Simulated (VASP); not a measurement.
Ni, 1 atom in the cell. Symmetry: Fm-3m, No. 225, cubic system. Conventional cell: a = 3.520 Å, b = 3.520 Å, c = 3.520 Å, α = 90.00°, β = 90.00°, γ = 90.00°. Ni (site symmetry m-3m) is surrounded by 12 Ni at 2.49 Å. The cell was built by a generator and needn't be a form met in nature.

* Program: VASP 6.6.1
* Task: single point
* Functional: PBEsol
* Potentials or basis: VASP PAW PBE potentials, release 64 (Ni)
* Cutoff: 700 eV
* k mesh: 31 × 31 × 31
* Occupations: methfessel-paxton, width 0.1 eV
* Spin: collinear spin, ferromagnetic start
* Starting moments: [0.8] μB
* Further INCAR settings: ALGO = Normal; EDIFF = 1e-07; NBANDS = 15

Potentials or basis: VASP PAW PBE potentials, release 64 (Ni).

Launch:

```sh
$ cat potpaw_PBE.64/Ni/POTCAR > POTCAR
$ mpirun -np 1 vasp_std > vasp.out
```

Hardware: 1 thread of Intel(R) Xeon(R) Platinum 8259CL CPU @ 2.50GHz (Skylake/Cascade Lake), on a shared host.

Q: How long does it take, and how much memory?

A: Wall time 8.6 min on 1 thread of Intel(R) Xeon(R) Platinum 8259CL CPU @ 2.50GHz (Skylake/Cascade Lake) (shared host), peak memory 0.41 GiB. Counts: scf iterations 15, k points 816.
